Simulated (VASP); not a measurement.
Method: PBEsol GGA, VASP's PBE PAW potentials (set 64) (plane waves; VASP). Each cell was relaxed at this level.

**Question.** Which of these has an unstable (imaginary) mode at Γ?
A) WO3, Pm-3m (221)
B) Ga3Ge, Pm-3m (221)
C) ZnCd3S4, P-43m (215)
D) Sn, Fd-3m (227)

**Answer.** A, WO3, Pm-3m (221). Its optical Γ-point modes are 250i (×3), 230 (×3), 583 (×3) cm⁻¹.
